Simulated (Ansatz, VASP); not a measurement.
# Cross-check of AlSi2C2N between VASP and Ansatz, part 2 of 2

Aim: how closely do two programs agree when they are given the same cell, functional and k mesh? The structure shown is frame 28 of Ansatz's trajectory.

VASP 6.6.1 and Ansatz 0.2.0.

So far: Set-up; Ansatz: dynamics, PBE with D4.

## (3) VASP: single point, PBE with D4

Level of this step: PBE with D4; plane waves and PAW (Si, C, Al, N) (VASP).

The same cell, functional, mesh and smearing now go to VASP, with its own data sets.

Lines of VASP's logs that name or quote its potential files are left out, and so is its time.

INCAR reads:

```
SYSTEM = AlSi2C2N
PREC = Accurate
ENCUT = 520
EDIFF = 1E-06
NELM = 120
ISMEAR = -1
SIGMA = 0.05
LREAL = Auto
ALGO = Normal
GGA = PE
IVDW = 13
NBANDS = 320
LORBIT = 11
LWAVE = .FALSE.
LCHARG = .FALSE.
ISIF = 2
LASPH = .TRUE.
GGA_COMPAT = .FALSE.
EFERMI = MIDGAP
NCORE = 4
```

POSCAR reads:

```
AlSi2C2N
1.0
   13.5780000000      0.0000000000      0.0000000000
   -6.7890000000     11.7588900000      0.0000000000
    0.0000000000      0.0000000000     18.5800000000
Si C Al N
38 38 19 19
Direct
    0.1776750160      0.7742482496      0.3313616792
    0.2793413455      0.0338042111      0.3171313240
    0.1220013063      0.1414249134      0.3212917115
    0.2290817204      0.4023083811      0.3253283100
    0.3321141459      0.6612528904      0.3196232508
    0.4373735397      0.9277151160      0.3254790097
    0.3832699510      0.2963970239      0.3264370291
    0.4929518333      0.5602739714      0.3251291712
    0.5941634997      0.8232069524      0.3158772874
    0.7033677519      0.0896343107      0.3238966631
    0.5426007860      0.1918888603      0.3195479010
    0.6495380638      0.4578918588      0.3259203445
    0.7553231257      0.7226362352      0.3283961249
    0.8585612824      0.9833326105      0.3148170075
    0.8095075261      0.3537918970      0.3203821313
    0.9119305444      0.6147433984      0.3190850377
    0.0174478057      0.8791731192      0.3193595264
    0.9655196725      0.2455333794      0.3332023681
    0.0726201982      0.5117744957      0.3259849300
    0.3003513868      0.9158007261      0.5003552207
    0.3982899982      0.1739109729      0.4979655544
    0.2397072058      0.2790314392      0.4912271259
    0.3510141968      0.5422110420      0.4979655544
    0.4562009336      0.8059944434      0.4932185145
    0.5615720652      0.0731956843      0.4935522067
    0.5042671885      0.4342671800      0.4936759957
    0.6135629792      0.6950741099      0.4963616792
    0.7169546490      0.9610856127      0.4897255113
    0.8223535436      0.2244684660      0.4962809473
    0.6664164369      0.3364858418      0.4942626480
[... 78 atom lines left out ...]
    0.0425293804      0.2844401130      0.6786114101
    0.8757859651      0.0204185939      0.6733369214
    0.2463040113      0.9652696811      0.6821797632
    0.0851766440      0.7014182461      0.6782992465
    0.9364035313      0.4452035864      0.6784337998
    0.9756101080      0.8533118347      0.6712701830
```

KPOINTS reads:

```
Automatic mesh
0
Gamma
1 1 1
0 0 0
```

Potentials, in the order of the species: Si, C, Al and N (PBE family, release 64).

Command:

```sh
$ mpirun -np 16 vasp_gam
```

Numbers of over 12 decimals in the logs are rounded to 6 here.

The program printed:

```text
[banner, memory and clock lines left out]
running   16 mpi-ranks, on    1 nodes
[...]
LDA part: xc-table for (Slater+PW92), standard interpolation
 POSCAR, INCAR and KPOINTS ok, starting setup
[...]
entering main loop
       N       E                     dE             d eps       ncg     rms          rms(c)
DAV:   1     0.384889769649E+04    0.38489E+04   -0.20126E+05   656   0.123E+03
DAV:   2    -0.268346045258E+03   -0.41172E+04   -0.38944E+04   952   0.264E+02
DAV:   3    -0.922588869078E+03   -0.65424E+03   -0.64644E+03   768   0.108E+02
DAV:   4    -0.958009936389E+03   -0.35421E+02   -0.35259E+02   856   0.290E+01
[...]
DAV:  25    -0.793746490851E+03   -0.16986E-05   -0.20493E-07   552   0.515E-04    0.378E-04
DAV:  26    -0.793746491908E+03   -0.10576E-05   -0.16202E-07   536   0.418E-04    0.233E-04
DAV:  27    -0.793746492883E+03   -0.97507E-06   -0.10247E-07   528   0.332E-04
   1 F= -.82067964E+03 E0= -.82067964E+03  d E =-.132882E-07
```

From OUTCAR (step 3):

```text
  Edisp (eV):  -26.93314

  Total      25.56685    20.57262    -1.59721    -0.30557    -0.18498     1.53759
  in kB      13.80829    11.11098    -0.86263    -0.16503    -0.09990     0.83043
  external pressure =        8.02 kB  Pullay stress =        0.00 kB

 POSITION                                       TOTAL-FORCE (eV/Angst)
 -----------------------------------------------------------------------------------
     -2.84390      9.10430      6.15670        -0.874603     -0.871901     -1.139905
[...]
1.41900     11.17970      9.01200        -0.490316     -0.976622      0.471406
      4.99600      3.67160      9.19970        -0.459089      0.597438     -0.065704
      4.64640      6.74700      9.17370         0.361631     -0.314002      0.164422
      4.30350      9.82470      9.22750        -0.205686      1.127237     -0.216805
     10.73190      1.20850      9.16290         0.239137     -0.248060      0.004992
      7.90600      2.55690      9.27690        -2.135013     -1.593929     -0.233595
      7.53210      5.56910      9.17830        -0.283469      0.465393      0.089856
      7.10500      8.68590      9.16580         1.671925     -1.494229     -0.025399
      6.79430     11.72739      9.22660        -0.081962      0.847794     -0.385167
     10.34890      4.31530      9.25690         1.418067     -0.898054     -0.175330
     -3.56110      7.42820      9.35720         0.347010     -1.248708     -0.666444
     -3.93820     10.48120      9.26800         0.444163      0.236017     -0.211444
[...]
-----------------------------------------------------------------------------------
    total drift:                                0.021512     -0.006336     -0.027379

  FREE ENERGIE OF THE ION-ELECTRON SYSTEM (eV)
  ---------------------------------------------------
  free  energy   TOTEN  =      -820.6796369327 eV

  energy  without entropy=     -820.6796369194  energy(sigma->0) =     -820.67963693

[... 3 further parts left out ...]
[key lines of the parts left out:]
E-fermi :   1.0903
```

## (4) Comparison

Known differences besides the potentials themselves: the cutoff is 420 eV in Ansatz and 520 eV in VASP (PREC = Accurate, projectors in real space). Total energies have different zeros and are not compared.

Forces on 10 of the 114 atoms, those with the largest forces and the largest differences (eV/Å; atoms numbered as in POSCAR):

```csv
atom,"Ansatz x, y, z","VASP x, y, z"
Si22,"2.042, -0.590, 0.071","2.037, -0.591, 0.073"
Si37,"-1.213, -1.464, 0.153","-1.208, -1.466, 0.158"
C40,"0.117, -0.148, 0.260","0.110, -0.148, 0.273"
C46,"-0.482, 0.479, 0.448","-0.472, 0.474, 0.450"
C49,"1.063, -1.524, -0.213","1.065, -1.523, -0.221"
C57,"0.690, 1.669, -0.096","0.692, 1.670, -0.095"
C60,"-1.744, -0.154, 0.441","-1.741, -0.156, 0.438"
C68,"-2.137, -1.595, -0.226","-2.135, -1.594, -0.234"
C70,"1.673, -1.496, -0.028","1.672, -1.494, -0.025"
N107,"0.359, -1.229, 0.581","0.365, -1.236, 0.588"
```

The forces differ by 3.9 meV/Å r.m.s., which is 0.6 % of the r.m.s. force of 0.691 eV/Å (both taken over all components). With vacuum in the cell, a pressure given here is an average over mostly empty space and none of the material.

## (5) Summary of results

| Item | Value |
| --- | --- |
| r.m.s. force difference (single point, PBE with D4) | 0.57 % of the r.m.s. force |

In words: The r.m.s. force difference is 0.57 % of the r.m.s. force (single point, PBE with D4), within the 3 % picked in this series as the mark of a large difference. 2 further runs of this series are not shown here. How closely two codes agree says nothing of how well the functional describes the real material.

[Lines on the potential files, build, host, timing and source positions are cut from VASP's logs without a mark.]

[Logs are printed without paths, hosts, clocks, repeated set-up lines and the standing remarks that a program may print on its own settings, such as how far it seeks lower states.]

[Hosts, paths, dates, database ids (printed as entryN), source tags and the programs' standing remarks are cut or masked in the printed files.]
